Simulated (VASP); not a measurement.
```
CdTe
1.0
    4.63327     0.00000     0.00000
   -2.31664     4.01253     0.00000
    0.00000     0.00000     7.60243
Cd Te
2 2
Direct
  0.33333   0.66667   0.00036
  0.66667   0.33333   0.50036
  0.33333   0.66667   0.37464
  0.66667   0.33333   0.87464
```

Method: LDA (Ceperley-Alder, Perdew-Zunger), VASP's LDA PAW potentials (set 64) (plane waves; VASP 6.6.1). Numerical set-up: 300 eV cut-off, 6×6×3 Γ-centred mesh, Gaussian smearing of 0.010 eV, potentials Cd Te.

Unless said otherwise, spin-orbit coupling is left out, though it shifts the bands of the heavy elements here.

Question: Give the energies of bands 13 to 21 at the high-symmetry points, in eV from the valence-band maximum.

Answer: 
```
band      Γ      M      K      A      L      H
----  -----  -----  -----  -----  -----  -----
13    -4.32  -4.27  -3.91  -2.74  -4.25  -4.18
14    -0.76  -3.72  -3.91  -2.74  -4.25  -4.18
15    -0.76  -2.60  -2.90  -0.40  -1.38  -2.38
16    -0.07  -1.77  -1.87  -0.40  -1.38  -2.38
17     0.00  -1.37  -1.87  -0.40  -1.31  -1.12
18     0.00  -0.75  -1.69  -0.40  -1.31  -1.12
19     0.47   2.33   3.27   1.81   2.09   2.73
20     1.45   2.48   3.94   1.81   2.09   2.73
21     4.44   3.98   3.94   4.89   3.72   4.89
```

The gap is direct, 0.47 eV, from the valence maximum at Γ to the conduction minimum at Γ.

The structure comes from a computed database's CdTe entry (P6_3mc); how it stands against other phases isn't given here. The cell was not relaxed at this level.
